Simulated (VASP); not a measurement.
Here is the system:

```xyz
4
Lattice="-1.6612 1.6612 3.8013 1.6612 -1.6612 3.8013 1.6612 1.6612 -3.8013" Properties=species:S:1:pos:R:3 pbc="T T T"
Co     0.0000     0.0000     5.3835
Co     1.6612     0.0000     3.4829
Si     0.0000     0.0000     1.5805
Si     0.0000     1.6612     3.4812
```

Computed with PBEsol GGA, VASP's PBE PAW potentials (set 64) (plane waves; VASP). Settings: 480 eV cut-off, 12×12×12 Γ-centred mesh, first-order Methfessel-Paxton smearing of 0.10 eV, potentials Co Si.

Question: The ions, cell shape and volume at an external pressure of 5.0 GPa are relaxed. Which structure does the run end with?

Answer: 
```xyz
4
Lattice="-1.6521 1.6521 3.7717 1.6521 -1.6521 3.7717 1.6521 1.6521 -3.7717" Properties=species:S:1:pos:R:3 pbc="T T T"
Co     1.6521     1.6521     1.5697
Co     1.6521     0.0000     3.4555
Si     0.0000     0.0000     1.5684
Si     0.0000     1.6521     3.4542
```
Space group I4_1/amd (141), at a tolerance of 0.03 Å.

Question: How do energy and volume change from the first to the last step?

Answer: The energy (σ→0) changes by +3.2 meV/atom and the volume by -1.9 %, in 5 ionic steps.

The structure was generated: CoSi was put into the NbAs type (I4_1md), which need not be its known phase. This run relaxes it under an external pressure of 5 GPa. It ends in space group I4_1/amd. Symmetry was kept, so distortions that lower it aren't found. The run is not spin-polarised, so no magnetic state was tried.
